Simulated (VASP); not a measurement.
VASP ran on this input.

POSCAR:
```
KF
1
   -0.0000000000     2.4405690733     2.4405690733
    2.4405690733     0.0000000000     2.4405690733
    2.4405690733     2.4405690733    -0.0000000000
K F
1 1
Direct
  0.0000000000   0.0000000000   0.0000000000
  0.5000000000   0.5000000000   0.5000000000
```

File KPOINTS:
```
Automatic mesh
0
Gamma
9 9 9
0 0 0
```

**INCAR**
```
SYSTEM = KF
PREC = Accurate
ENCUT = 620
EDIFF = 1E-6
NELM = 100
ALGO = Normal
LREAL = .FALSE.
LASPH = .TRUE.
ISMEAR = 0
SIGMA = 0.05
GGA = PE
LWAVE = .FALSE.
LCHARG = .FALSE.
IBRION = 2
ISIF = 3
NSW = 40
EDIFFG = -0.02
PSTRESS = 200
```

POTCAR, in this order: K_sv F (PBE.64 set). Program: vasp_std.

### Question
Translate this PBE calculation to Quantum ESPRESSO's pw.x.

### Answer
One equivalent input (not run):
```
&CONTROL
  calculation = 'vc-relax'
  pseudo_dir = './pseudo'
  outdir = './out'
  tprnfor = .true.
  tstress = .true.
  nstep = 40
  forc_conv_thr = 0.00078
/
&SYSTEM
  ibrav = 0
  nat = 2
  ntyp = 2
  ecutwfc = 84
  occupations = 'smearing'
  smearing = 'gaussian'
  degauss = 0.003675
  input_dft = 'pbe'
/
&ELECTRONS
  conv_thr = 7.3e-08
  electron_maxstep = 100
/
&IONS
/
&CELL
  press = 200
/
ATOMIC_SPECIES
  K 39.098 K.upf
  F 18.998 F.upf
CELL_PARAMETERS angstrom
    -0.0000000    2.4405691    2.4405691
     2.4405691    0.0000000    2.4405691
     2.4405691    2.4405691   -0.0000000
ATOMIC_POSITIONS crystal
  K    0.0000000  0.0000000  0.0000000
  F    0.5000000  0.5000000  0.5000000
K_POINTS automatic
  9 9 9 0 0 0
```
Limits of the translation: the potentials are each code's own (VASP's PAW set, PseudoDojo norm-conserving files in pw.x), so ENCUT and ecutwfc are chosen apart and not converted; conv_thr bounds pw.x's estimated SCF error, while EDIFF bounds the energy change between steps; forc_conv_thr acts on force components and is met together with etot_conv_thr.

The compound is KF in the rock salt structure. It was relaxed first under an external pressure of 20 GPa.
